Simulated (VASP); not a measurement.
Computed with PBE GGA, VASP's PBE PAW potentials (set 64) (plane waves; VASP 6.6.1).

VASP ran on this input.

### POSCAR
```
SnO
3.8677920
  0.9999999416   0.0000000000   0.0000000000
  0.0000000000   0.9999999416   0.0000000000
  0.0000000000   0.0000000000   1.3063376314
Sn O
2 2
Direct
  0.5000000000   1.0000000000   0.7698231033
  1.0000000000   0.5000000000   0.2301768967
  0.5000000000   0.5000000000   1.0000000000
  0.0000000000   0.0000000000   0.0000000000
```

**INCAR**
```
ALGO  =  Normal
EDIFF  =  1E-7
ENCUT  =  600
GGA  =  PE
ISIF  =  2
ISMEAR  =  0
LASPH  =  .TRUE.
LCHARG  =  .FALSE.
LMAXMIX  =  4
LREAL  =  .FALSE.
LWAVE  =  .FALSE.
NELM  =  100
PREC  =  Accurate
SIGMA  =  0.05
SYSTEM  =  SnO
```

**KPOINTS**
```
Automatic mesh
0
Gamma
6 6 4
0 0 0
```

POTCAR, in this order: Sn_d O (PBE.64 set). Program: vasp_std.

The run wrote:

### OUTCAR
```
 ion  position               nearest neighbor table
   1  0.500  0.000  0.770-   3 2.26   4 2.26   3 2.26   4 2.26   2 3.59   2 3.59   2 3.59   2 3.59
  LATTYP: Found a simple tetragonal cell.
 ALAT       =     3.8677917741
 C/A-ratio  =     1.3063377077
 Subroutine PRICEL returns:
 Original cell was already a primitive cell.
 Subroutine GETGRP returns: Found 16 space group operations
The static configuration has the point symmetry D_2d.
 The point group associated with its full space group is D_4h.
The dynamic configuration has the point symmetry D_2d.
 Subroutine INISYM returns: Found 16 space group operations
 Subroutine IBZKPT returns following result:
 Found     30 irreducible k-points:

 Following reciprocal coordinates:
            Coordinates               Weight
  0.000000  0.000000  0.000000      1.000000
  0.166667  0.000000  0.000000      4.000000
  0.333333  0.000000  0.000000      4.000000
  0.500000  0.000000  0.000000      2.000000
  0.166667  0.166667  0.000000      4.000000
  0.333333  0.166667  0.000000      8.000000
  0.500000  0.166667  0.000000      4.000000
  0.333333  0.333333  0.000000      4.000000
...
```

**OSZICAR**
```
       N       E                     dE             d eps       ncg     rms          rms(c)
DAV:   1     0.424295520499E+03    0.42430E+03   -0.22507E+04  1456   0.270E+03
DAV:   2     0.364716796549E+02   -0.38782E+03   -0.38209E+03  1536   0.613E+02
DAV:   3    -0.238474659925E+02   -0.60319E+02   -0.59509E+02  1728   0.202E+02
DAV:   4    -0.264821098375E+02   -0.26346E+01   -0.26306E+01  1672   0.462E+01
DAV:   5    -0.265495840049E+02   -0.67474E-01   -0.67469E-01  1848   0.764E+00    0.117E+01
DAV:   6    -0.227786155200E+02    0.37710E+01   -0.26980E+01  2424   0.534E+01    0.487E+00
DAV:   7    -0.227490776557E+02    0.29538E-01   -0.25003E+00  1664   0.102E+01    0.260E+00
DAV:   8    -0.227556271478E+02   -0.65495E-02   -0.67095E-01  2072   0.581E+00    0.112E+00
DAV:   9    -0.227290764516E+02    0.26551E-01   -0.20533E-01  2232   0.410E+00    0.279E-01
DAV:  10    -0.227321072086E+02   -0.30308E-02   -0.24844E-02  2000   0.132E+00    0.255E-01
DAV:  11    -0.227306370309E+02    0.14702E-02   -0.97195E-03  2224   0.870E-01    0.316E-02
DAV:  12    -0.227307475210E+02   -0.11049E-03   -0.94366E-04  1568   0.192E-01    0.526E-02
DAV:  13    -0.227307275762E+02    0.19945E-04   -0.16731E-04  2192   0.142E-01    0.672E-03
DAV:  14    -0.227307277924E+02   -0.21614E-06   -0.12456E-05  1696   0.302E-02    0.445E-03
DAV:  15    -0.227307280256E+02   -0.23324E-06   -0.14762E-06  2184   0.146E-02    0.227E-03
DAV:  16    -0.227307281816E+02   -0.15601E-06   -0.87904E-08  1056   0.312E-03    0.207E-03
DAV:  17    -0.227307281443E+02    0.37260E-07   -0.39202E-07  1400   0.426E-03
   1 F= -.22730728E+02 E0= -.22730728E+02  d E =-.342700E-12
```

File OUTCAR:
```
------------------------ aborting loop because EDIFF is reached ----------------------------------------
  FORCE on cell =-STRESS in cart. coord.  units (eV):
  Direction    XX          YY          ZZ          XY          YZ          ZX
  --------------------------------------------------------------------------------------
  Total       -0.0178791     -0.0178791     -0.0360538      0.0000000      0.0000000      0.0000000
  in kB       -0.3789756     -0.3789756     -0.7642175      0.0000000      0.0000000      0.0000000
  external PRESSURE =      -0.5073895 kB  Pullay stress =       0.0000000 kB
  volume of cell :       75.59
      direct lattice vectors                 reciprocal lattice vectors
     3.867791774  0.000000000  0.000000000     0.258545459  0.000000000  0.000000000
     0.000000000  3.867791774  0.000000000     0.000000000  0.258545459  0.000000000
     0.000000000  0.000000000  5.052642240     0.000000000  0.000000000  0.197916249
 POSITION                                       TOTAL-FORCE (eV/Angst)
 -----------------------------------------------------------------------------------
      1.93390      0.00000      3.88964         0.000000      0.000000      0.000401
      0.00000      1.93390      1.16300        -0.000000      0.000000     -0.000401
      1.93390      1.93390      0.00000         0.000000     -0.000000      0.000000
      0.00000      0.00000      0.00000        -0.000000      0.000000      0.000000
 -----------------------------------------------------------------------------------
    total drift:                                0.000000     -0.000000      0.000000
  FREE ENERGIE OF THE ION-ELECTRON SYSTEM (eV)
  ---------------------------------------------------
  free  energy   TOTEN  =       -22.7307281443 eV

  energy  without entropy=      -22.7307281443  energy(sigma->0) =      -22.73072814
```
(Selected blocks of OUTCAR.)

Without a dispersion term in the relaxation, distances and binding between the weakly bound layers, chains or molecules are unreliable, and so is what depends on them.

The compound is SnO in the litharge structure. It was relaxed first, which changed the volume by +8 %.
